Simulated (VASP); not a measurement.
# ScB3S (Pm-3m) in VASP: further runs

The runs below take ScB3S through single point, relaxation of cell and atoms, with PBE.

Everything below comes from runs of VASP 6.6.1. Logs are shortened: lines on timing, memory, paths and dates and some standing lists are left out, and cuts for length are marked.

## (1) The cell of the first run

Symmetry: Pm-3m, No. 221, cubic system. The conventional cell has a = 3.869 Å, b = 3.869 Å, c = 3.869 Å, α = 90.00°, β = 90.00°, γ = 90.00°. Around Sc (site symmetry m-3m) lie 12 B at 2.74 Å. B (site symmetry 4/mmm) is surrounded by 2 S at 1.93 Å. S (site symmetry m-3m) is surrounded by 6 B at 1.93 Å.

The cell was built by a generator and needn't be a form met in nature.

## (2) Single point, PBE (species swapped into the EuBPd3 type (Pm-3m, No. 221))

Contents of INCAR:

```
SYSTEM = ScB3S
PREC = Accurate
ENCUT = 520
EDIFF = 1E-6
ISMEAR = 0
SIGMA = 0.1
LREAL = .FALSE.
LASPH = .TRUE.
NELM = 100
ALGO = Fast
ISIF = 2
LWAVE = .FALSE.
LCHARG = .FALSE.
GGA = PE
NBANDS = 21
```

Contents of KPOINTS:

```
regular mesh
0
G
  10 10 10
  0 0 0
```

Contents of POSCAR:

```
ScB3S
1.0
    3.8688463637      0.0000000000      0.0000000000
    0.0000000000      3.8688463637      0.0000000000
    0.0000000000      0.0000000000      3.8688463637
Sc B S
1 3 1
Direct
    0.0000000000      0.0000000000      0.0000000000
    0.0000000000      0.5000000000      0.5000000000
    0.5000000000      0.0000000000      0.5000000000
    0.5000000000      0.5000000000      0.0000000000
    0.5000000000      0.5000000000      0.5000000000
```

Potentials or basis: VASP PAW PBE potentials, release 64 (Sc_sv, B, S).

Run with:

```
$ cat potpaw_PBE.64/Sc_sv/POTCAR potpaw_PBE.64/B/POTCAR potpaw_PBE.64/S/POTCAR > POTCAR
$ mpirun -np 1 vasp_std > vasp.out
```

OUTCAR:

```text
SYSTEM = ScB3S
   PREC = Accurate
   ENCUT = 520
   EDIFF = 1E-6
   ISMEAR = 0
   LREAL = .FALSE.
   LASPH = .TRUE.
   NELM = 100
   ISIF = 2
   GGA = PE

 ion  position               nearest neighbor table
   1  0.000  0.000  0.000-   2 2.74   3 2.74   4 2.74   2 2.74   3 2.74   2 2.74   4 2.74   2 2.74
                             3 2.74   4 2.74   3 2.74   4 2.74
   2  0.000  0.500  0.500-   5 1.93   5 1.93   1 2.74   1 2.74   1 2.74   1 2.74
   3  0.500  0.000  0.500-   5 1.93   5 1.93   1 2.74   1 2.74   1 2.74   1 2.74
   4  0.500  0.500  0.000-   5 1.93   5 1.93   1 2.74   1 2.74   1 2.74   1 2.74
   5  0.500  0.500  0.500-   2 1.93   3 1.93   4 1.93   4 1.93   3 1.93   2 1.93

  LATTYP: Found a simple cubic cell.
 ALAT       =     3.8688463637

  Lattice vectors:

 A1 = (   3.8688463637,   0.0000000000,   0.0000000000)
 A2 = (   0.0000000000,   3.8688463637,   0.0000000000)
 A3 = (   0.0000000000,   0.0000000000,   3.8688463637)

Analysis of symmetry for initial positions (statically):
=====================================================================
 Subroutine PRICEL returns:
 Original cell was already a primitive cell.

 Routine SETGRP: Setting up the symmetry group for a
 simple cubic supercell.

 Subroutine GETGRP returns: Found 48 space group operations
 (whereof 48 operations were pure point group operations)
 out of a pool of 48 trial point group operations.

The static configuration has the point symmetry O_h .

Analysis of symmetry for dynamics (positions and initial velocities):
=====================================================================
 Subroutine PRICEL returns:
 Original cell was already a primitive cell.

 Routine SETGRP: Setting up the symmetry group for a
 simple cubic supercell.

 Subroutine GETGRP returns: Found 48 space group operations
 (whereof 48 operations were pure point group operations)
 out of a pool of 48 trial point group operations.

The dynamic configuration has the point symmetry O_h .

 Subroutine INISYM returns: Found 48 space group operations
 (whereof 48 operations are pure point group operations),
 and found     1 'primitive' translations

----------------------------------------------------------------------------------------

[... 98 lines left out ...]
   EDIFF  = 0.1E-05   stopping-criterion for ELM
   LREAL  =      F    real-space projection
   EDIFFG = 0.1E-04   stopping-criterion for IOM
   NSW    =      0    number of steps for IOM
   IBRION =     -1    ionic relax: 0-MD 1-quasi-New 2-CG
   NFREE  =      0    steps in history (QN), initial steepest desc. (CG)
   ISIF   =      2    stress and relaxation
   ISYM   =      2    0-nonsym 1-usesym 2-fastsym
   POTIM  = 0.5000    time-step for ionic-motion
   TEBEG  =    0.0;   TEEND  =   0.0 temperature during run
   PSTRESS=    0.0 pullay stress
   NELECT =      26.0000    total number of electrons
   NUPDOWN=      -1.0000    fix difference up-down
   EMIN   =  10.00;   EMAX   =-10.00  energy-range for DOS
   EFERMI =   0.00;   METHOD = LEGACY
   ISMEAR =     0;   SIGMA  =   0.10  broadening in eV -4-tet -1-fermi 0-gaus
   EFERMI_NEDOS =   21; number of points for ismear=-14 and -15
   IALGO  =     68    algorithm
   IMIX   =      4    mixing-type and parameters
     AMIX     =   0.40;   BMIX     =  1.00
     AMIX_MAG =   1.60;   BMIX_MAG =  1.00
  volume/ion in A,a.u.               =      11.58        78.16
  Fermi-wavevector in a.u.,A,eV,Ry     =   1.253577  2.368918 21.380959  1.571456
  Thomas-Fermi vector in A             =   2.387423
   LORBIT       =      0    0 simple, 1 ext, 2 COOP (PROOUT), +10 PAW based schemes
   GGA     = PE    functional components
   LHFCALC =     F    Hartree Fock is set to
   AEXX    =    0.0000 exact exchange contribution
   IVDW    =     0    specifies the selected vdW correction
   LEPSILON=     F    determine dielectric tensor
   LRPA    =     F    only Hartree local field effects (RPA)
 non-spin polarized calculation
 RMM-DIIS sequential band-by-band and
 Gauss-broadening in eV      SIGMA  =   0.10
  energy-cutoff  :      520.00
  volume of cell :       57.91
 maximum number of plane-waves:      1596
 NGX is ok and might be reduce to    30
   NGX = 15   NGY = 15   NGZ = 15

 number of electron      25.9999994 magnetization

 Free energy of the ion-electron system (eV)
  ---------------------------------------------------
  ext. energy  EPLUGINS =         0.00000000
  ---------------------------------------------------
  free energy    TOTEN  =       -24.81680001 eV

  energy without entropy =      -24.80711198  energy(sigma->0) =      -24.81195600

 E-fermi :   6.8431     XC(G=0): -11.2860

 val. band max:        6.8386850759   @ k =   0.4000   0.4000   0.0000
 cond. band min:       6.8803689542   @ k =   0.5000   0.1000   0.0000
 fundamental gap:      0.0416838783
 Fermi energy:         6.8431081857

 k-point     1 :       0.0000    0.0000    0.0000
  band No.  band energies     occupation
      1     -42.8639      2.00000
      2     -21.4756      2.00000
      3     -21.4756      2.00000
      4     -21.4756      2.00000
      5     -10.8150      2.00000
      6      -1.5937      2.00000
[... 565 lines left out ...]
     20      10.9583      0.00000
     21      11.4182      0.00000

 [... further k-points ...]

------------------------ aborting loop because EDIFF is reached ----------------------------------------

  FORCE on cell =-STRESS in cart. coord.  units (eV):
  Direction    XX          YY          ZZ          XY          YZ          ZX
  --------------------------------------------------------------------------------------
  -------------------------------------------------------------------------------------
  Total        0.0174304      0.0174304      0.0174304      0.0000000      0.0000000     -0.0000000
  in kB        0.4822513      0.4822513      0.4822513      0.0000000      0.0000000     -0.0000000
  external PRESSURE =       0.4822513 kB  Pullay stress =       0.0000000 kB

 VOLUME and BASIS-vectors are now :
 -----------------------------------------------------------------------------
  energy-cutoff  :      520.00
  volume of cell :       57.91
      direct lattice vectors                 reciprocal lattice vectors
     3.868846364  0.000000000  0.000000000     0.258474983  0.000000000  0.000000000
     0.000000000  3.868846364  0.000000000     0.000000000  0.258474983  0.000000000
     0.000000000  0.000000000  3.868846364     0.000000000  0.000000000  0.258474983

 POSITION                                       TOTAL-FORCE (eV/Angst)
 -----------------------------------------------------------------------------------
      0.00000      0.00000      0.00000         0.000000      0.000000      0.000000
      0.00000      1.93442      1.93442         0.000000      0.000000      0.000000
      1.93442      0.00000      1.93442         0.000000      0.000000      0.000000
      1.93442      1.93442      0.00000         0.000000      0.000000      0.000000
      1.93442      1.93442      1.93442         0.000000      0.000000      0.000000
 -----------------------------------------------------------------------------------
    total drift:                               -0.000000      0.000000     -0.000000

  FREE ENERGIE OF THE ION-ELECTRON SYSTEM (eV)
  ---------------------------------------------------
  free  energy   TOTEN  =       -24.8168000088 eV

  energy  without entropy=      -24.8071119834  energy(sigma->0) =      -24.81195600
```

stdout:

```text
POSCAR found type information on POSCAR ScB S
 POSCAR found :  3 types and       5 ions
 scaLAPACK will be used
 LDA part: xc-table for (Slater+PW92), standard interpolation
 POSCAR, INCAR and KPOINTS ok, starting setup
 FFT: planning ... GRIDC
 FFT: planning ... GRID_SOFT
 FFT: planning ... GRID
 WAVECAR not read
 entering main loop
```

Run time: 60 s. Hardware: 1 thread of AMD EPYC 9R45 (Zen 5), shared host; peak memory 0.18 GiB.

What came out:

```yaml
Free_energy: -24.8168 eV
Pressure: 0.0 GPa
Band_gap_on_the_k_mesh: none (metal or under the smearing width)
```

Levels at points of the mesh, in eV from the Fermi level:
| k point | band 9 | band 10 | band 11 | band 12 | band 13 | band 14 | band 15 | band 16 | band 17 | band 18 |
| --- | --- | --- | --- | --- | --- | --- | --- | --- | --- | --- |
| (0.00, 0.00, 0.00) | -4.94 | -4.94 | -4.43 | 1.63 | 1.63 | 1.63 | 2.01 | 2.01 | 2.01 | 2.18 |
| (0.50, 0.00, 0.00) | -3.94 | -3.86 | -1.74 | -0.66 | -0.66 | 0.17 | 0.27 | 0.27 | 1.58 | 1.97 |
| (0.50, 0.50, 0.00) | -5.17 | -4.01 | -1.79 | -1.79 | 0.76 | 0.76 | 1.08 | 2.18 | 2.46 | 2.50 |
| (0.50, 0.50, 0.50) | -4.13 | -4.13 | -4.13 | 1.18 | 1.18 | 1.82 | 1.82 | 1.82 | 2.70 | 3.74 |

## (3) Relaxation of cell and atoms, PBE (species swapped into the EuBPd3 type (Pm-3m, No. 221))

Contents of INCAR:

```
PREC = Accurate
ENCUT = 600
EDIFF = 1E-6
ISMEAR = 0
SIGMA = 0.1
LREAL = False
LASPH = True
NELM = 100
ALGO = Normal
ISIF = 3
LWAVE = False
LCHARG = False
GGA = PE
IBRION = 2
NSW = 100
EDIFFG = -0.01
```

Contents of KPOINTS:

```
regular mesh
0
Gamma
  10 10 10
```

Edit POSCAR of step 2 so:

```diff
@@ -2,5 +2,5 @@
 1.0
-    3.8688463637      0.0000000000      0.0000000000
-    0.0000000000      3.8688463637      0.0000000000
-    0.0000000000      0.0000000000      3.8688463637
+    3.8753599100      0.0000000000      0.0000000000
+    0.0000000000      3.8753599100      0.0000000000
+    0.0000000000      0.0000000000      3.8753599100
 Sc B S
```

Potentials or basis: VASP PAW PBE potentials, release 64 (Sc_sv, B, S).

Run with:

```
$ cat potpaw_PBE.64/Sc_sv/POTCAR potpaw_PBE.64/B/POTCAR potpaw_PBE.64/S/POTCAR > POTCAR
$ mpirun -np 1 vasp_std > vasp.out
```

OUTCAR:

```text
PREC = Accurate
   ENCUT = 600
   EDIFF = 1E-6
   ISMEAR = 0
   LREAL = False
   LASPH = True
   NELM = 100
   ISIF = 3
   GGA = PE
   IBRION = 2
   NSW = 100
   EDIFFG = -0.01

 ion  position               nearest neighbor table
   1  0.000  0.000  0.000-   2 2.74   3 2.74   4 2.74   2 2.74   3 2.74   2 2.74   4 2.74   2 2.74
                             3 2.74   4 2.74   3 2.74   4 2.74
   2  0.000  0.500  0.500-   5 1.94   5 1.94   1 2.74   1 2.74   1 2.74   1 2.74
   3  0.500  0.000  0.500-   5 1.94   5 1.94   1 2.74   1 2.74   1 2.74   1 2.74
   4  0.500  0.500  0.000-   5 1.94   5 1.94   1 2.74   1 2.74   1 2.74   1 2.74
   5  0.500  0.500  0.500-   2 1.94   3 1.94   4 1.94   4 1.94   3 1.94   2 1.94

  LATTYP: Found a simple cubic cell.
 ALAT       =     3.8753599100

  Lattice vectors:

 A1 = (   3.8753599100,   0.0000000000,   0.0000000000)
 A2 = (   0.0000000000,   3.8753599100,   0.0000000000)
 A3 = (   0.0000000000,   0.0000000000,   3.8753599100)

Analysis of symmetry for initial positions (statically):
=====================================================================
 Subroutine PRICEL returns:
 Original cell was already a primitive cell.

 Routine SETGRP: Setting up the symmetry group for a
 simple cubic supercell.

 Subroutine GETGRP returns: Found 48 space group operations
 (whereof 48 operations were pure point group operations)
 out of a pool of 48 trial point group operations.

The static configuration has the point symmetry O_h .

Analysis of symmetry for dynamics (positions and initial velocities):
=====================================================================
 Subroutine PRICEL returns:
 Original cell was already a primitive cell.

 Routine SETGRP: Setting up the symmetry group for a
 simple cubic supercell.

 Subroutine GETGRP returns: Found 48 space group operations
 (whereof 48 operations were pure point group operations)
 out of a pool of 48 trial point group operations.

The dynamic configuration has the point symmetry O_h .

 Subroutine INISYM returns: Found 48 space group operations
[... 184 lines left out ...]

  FREE ENERGIE OF THE ION-ELECTRON SYSTEM (eV)
  ---------------------------------------------------
  free  energy   TOTEN  =       -24.8197844869 eV

  energy  without entropy=      -24.8104525028  energy(sigma->0) =      -24.81511849

--------------------------------------- Ionic step        2  -------------------------------------------

 number of electron      26.0000001 magnetization

 Free energy of the ion-electron system (eV)
  ---------------------------------------------------
  ext. energy  EPLUGINS =         0.00000000
  ---------------------------------------------------
  free energy    TOTEN  =       -24.82014169 eV

  energy without entropy =      -24.81042703  energy(sigma->0) =      -24.81528436

 E-fermi :   6.8451     XC(G=0): -11.2872

 val. band max:        6.8404661584   @ k =   0.4000   0.4000   0.0000
 cond. band min:       6.8820895385   @ k =   0.5000   0.1000   0.0000
 fundamental gap:      0.0416233800
 Fermi energy:         6.8451366625

 k-point     1 :       0.0000    0.0000    0.0000
  band No.  band energies     occupation
      1     -42.8614      2.00000
      2     -21.4737      2.00000
      3     -21.4737      2.00000
      4     -21.4737      2.00000
      5     -10.8143      2.00000
      6      -1.5930      2.00000
[... 457 lines left out ...]
      4     -21.4740      2.00000
      5     -10.5025      2.00000
      6      -3.3860      2.00000
[... 9 lines left out ...]
     16       7.7585      0.00000
     17       8.4929      0.00000

 [... further k-points ...]

------------------------ aborting loop because EDIFF is reached ----------------------------------------

  FORCE on cell =-STRESS in cart. coord.  units (eV):
  Direction    XX          YY          ZZ          XY          YZ          ZX
  --------------------------------------------------------------------------------------
  -------------------------------------------------------------------------------------
  Total        0.0427942      0.0427942      0.0427942      0.0000000     -0.0000000      0.0000000
  in kB        1.1843177      1.1843177      1.1843177      0.0000000     -0.0000000      0.0000000
  external PRESSURE =       1.1843177 kB  Pullay stress =       0.0000000 kB

 VOLUME and BASIS-vectors are now :
 -----------------------------------------------------------------------------
  energy-cutoff  :      600.00
  volume of cell :       57.89
      direct lattice vectors                 reciprocal lattice vectors
     3.868498944  0.000000000 -0.000000000     0.258498196  0.000000000 -0.000000000
    -0.000000000  3.868498944 -0.000000000    -0.000000000  0.258498196 -0.000000000
     0.000000000  0.000000000  3.868498944     0.000000000  0.000000000  0.258498196

 POSITION                                       TOTAL-FORCE (eV/Angst)
 -----------------------------------------------------------------------------------
      0.00000      0.00000      0.00000        -0.000000      0.000000      0.000000
     -0.00000      1.93425      1.93425         0.000000      0.000000      0.000000
      1.93425      0.00000      1.93425        -0.000000     -0.000000      0.000000
      1.93425      1.93425     -0.00000        -0.000000      0.000000      0.000000
      1.93425      1.93425      1.93425         0.000000      0.000000      0.000000
 -----------------------------------------------------------------------------------
    total drift:                                0.000000     -0.000000     -0.000000

  FREE ENERGIE OF THE ION-ELECTRON SYSTEM (eV)
  ---------------------------------------------------
  free  energy   TOTEN  =       -24.8201416890 eV

  energy  without entropy=      -24.8104270292  energy(sigma->0) =      -24.81528436

 reached required accuracy - stopping structural energy minimisation
```

OSZICAR:

```text
N       E                     dE             d eps       ncg     rms          rms(c)
DAV:   1     0.218146621318E+03    0.21815E+03   -0.12935E+04  1912   0.168E+03
[... 13 lines left out ...]
       N       E                     dE             d eps       ncg     rms          rms(c)
DAV:   1    -0.248238622828E+02   -0.40780E-02   -0.10810E-01  2557   0.425E+00    0.447E-01
DAV:   2    -0.248206739027E+02    0.31884E-02   -0.20937E-02  2927   0.165E+00    0.145E-01
DAV:   3    -0.248202355654E+02    0.43834E-03   -0.16868E-03  3128   0.280E-01    0.854E-02
DAV:   4    -0.248201443079E+02    0.91257E-04   -0.34494E-04  2710   0.212E-01    0.552E-02
DAV:   5    -0.248201416352E+02    0.26727E-05   -0.34793E-05  2612   0.490E-02    0.145E-02
DAV:   6    -0.248201416890E+02   -0.53885E-07   -0.48788E-06  2557   0.225E-02
   2 F= -.24820142E+02 E0= -.24815284E+02  d E =-.357202E-03
```

Run time: 50 s. Hardware: 1 thread of AMD EPYC 9R45 (Zen 5), shared host; peak memory 0.19 GiB.

What came out:

| Property | Result |
| --- | --- |
| Free energy | -24.8201 eV |
| Relaxed volume | 11.58 Å³/atom |
| Relaxed cell | a = 3.868 Å, b = 3.868 Å, c = 3.868 Å, α = 90.00°, β = 90.00°, γ = 90.00° |
| Space group after relaxing (to 0.05 Å) | Pm-3m (No. 221) |
| Energy gained by relaxing | 0.1 meV/atom |
| Ionic steps | 2 |
| Pressure after relaxing | 0.1 GPa |
| Band gap on the k mesh | none (metal or under the smearing width) |

Step by step:
| step | energy change (eV) | largest force (eV/Å) | pressure (GPa) | volume (Å³) |
| --- | --- | --- | --- | --- |
| 1 | 0.0000 | 0.0000 | -0.51 | 58.20 |
| 2 | -0.0004 | 0.0000 | 0.12 | 57.89 |

Final structure:
```yaml
crystal:
  lattice:
    - [3.86850, 0.00000, 0.00000]
    - [0.00000, 3.86850, 0.00000]
    - [0.00000, 0.00000, 3.86850]
  atoms:
    - { symbol: Sc, position: [0.00000, 0.00000, 0.00000] }
    - { symbol: B, position: [0.00000, 0.50000, 0.50000] }
    - { symbol: B, position: [0.50000, 0.00000, 0.50000] }
    - { symbol: B, position: [0.50000, 0.50000, 0.00000] }
    - { symbol: S, position: [0.50000, 0.50000, 0.50000] }
```

## (4) Single point, PBE (species swapped into the EuBPd3 type (Pm-3m, No. 221))

Contents of INCAR:

```
SYSTEM = ScB3S
PREC = Accurate ; ENCUT = 520
EDIFF = 1E-6 ; ISMEAR = 0
SIGMA = 0.1 ; LREAL = .False.
LASPH = .True. ; NELM = 100
ALGO = Normal ; ISIF = 2
LWAVE = .False. ; LCHARG = .False.
GGA = PE ; NBANDS = 21
```

Contents of KPOINTS:

```
regular mesh
0
Gamma
  4 4 4
  0 0 0
```

POSCAR is that of step 3.

Run with:

```
$ cat potpaw_PBE.64/Sc_sv/POTCAR potpaw_PBE.64/B/POTCAR potpaw_PBE.64/S/POTCAR > POTCAR
$ mpirun -np 1 vasp_std > vasp.out
```

Run time: 8.7 s. Hardware: 1 thread of AMD EPYC 9R45 (Zen 5), shared host; peak memory 0.14 GiB.

Results (log left out):

```yaml
Free_energy: -24.8727 eV
Pressure: 1.9 GPa
Band_gap_on_the_k_mesh: none (metal or under the smearing width)
```

Levels at points of the mesh, in eV from the Fermi level:
```csv
k point,band 9,band 10,band 11,band 12,band 13,band 14,band 15,band 16
"(0.00, 0.00, 0.00)",-4.69,-4.69,-4.17,1.86,1.86,1.86,2.25,2.25
"(0.50, 0.00, 0.00)",-3.69,-3.60,-1.50,-0.41,-0.41,0.43,0.51,0.51
"(0.50, 0.50, 0.00)",-4.91,-3.75,-1.54,-1.54,1.00,1.00,1.37,2.39
"(0.50, 0.50, 0.50)",-3.87,-3.87,-3.87,1.47,1.47,2.06,2.06,2.06
```

Caveat: the k mesh is coarse (spacing up to 0.41 Å⁻¹), so the values aren't converged.

## (5) Overview

```csv
task,cell,k mesh,cutoff (eV),mesh quality,gap on the mesh (eV),pressure (GPa)
single point,"species swapped into the EuBPd3 type (Pm-3m, No. 221)",10 × 10 × 10,520,not flagged,none,0.0
relaxation of cell and atoms,"relaxed from: species swapped into the EuBPd3 type (Pm-3m, No. 221)",10 × 10 × 10,600,not flagged,none,0.1
single point,"species swapped into the EuBPd3 type (Pm-3m, No. 221)",4 × 4 × 4,520,coarse,none,1.9
```

Alike in all rows: level PBE; potentials or basis VASP PAW PBE potentials, release 64 (Sc_sv, B, S); no spin polarisation; smearing gaussian 0.1 eV.

Caveats: some runs use coarse meshes.

Total energies depend on the potentials used, so only differences within one code and one set of settings carry meaning.
